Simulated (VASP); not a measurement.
A VASP calculation is set up with these files.

INCAR:
```
# general
SYSTEM  = LiH
PREC    = Accurate
ENCUT   = 520
LREAL   = .False.
LASPH   = .True.

# electronic loop
EDIFF   = 1E-6
NELM    = 100
ALGO    = Normal
LMIXTAU = .True.

# smearing
ISMEAR  = 0
SIGMA   = 0.05

# functional
METAGGA = R2SCAN

# ions
IBRION  = 2
NSW     = 60
ISIF    = 3
EDIFFG  = -0.01

# output
LWAVE   = .False.
LCHARG  = .False.
```

KPOINTS:
```
Automatic
0
gamma
 10 10 10
```

POSCAR:
```
LiH
1
   -0.0000000000     2.1334727668     2.1334727668
    2.1334727668     0.0000000000     2.1334727668
    2.1334727668     2.1334727668    -0.0000000000
Li H
1 1
Direct
  0.0000000000   0.0000000000   0.0000000000
  0.2500000000   0.2500000000   0.2500000000
```

POTCAR, in this order: Li_sv H (PBE.64 set). Program: vasp_std.

Task: Translate this r2SCAN calculation to Ansatz.

Result: One equivalent input (not run):
Ansatz 0.2 input:
```yaml
crystal:
  lattice:
    - [0.0000000, 2.1334728, 2.1334728]
    - [2.1334728, 0.0000000, 2.1334728]
    - [2.1334728, 2.1334728, 0.0000000]
  atoms:
    - { symbol: Li, position: [0.0000000, 0.0000000, 0.0000000] }
    - { symbol: H, position: [0.2500000, 0.2500000, 0.2500000] }
kpoints:
  mp_grid: { grid: [10, 10, 10] }
hamiltonian:
  xc: r2scan
  pseudopotentials: { kind: paw }
scf:
  occupations: { method: gaussian, width: 0.05 }
  max_iter: 100
relax:
  max_steps: 60
  f_tol: 0.01
  cell: {}
output: { forces: true, stress: true, eigenvalues: true }
```
What does not carry over: each code has its own PAW files, so the cut-off isn't converted (ENCUT is set for VASP's; basis.ecutwfc is left out, and Ansatz then takes the one that its files recommend); Ansatz stops its SCF on the density residual and VASP on the energy change (EDIFF).

The structure was generated: LiH was put into the zinc blende type (F-43m), which need not be its known phase. This run relaxes it. Symmetry was kept, so distortions that lower it aren't found. The start is the result of an earlier pass.
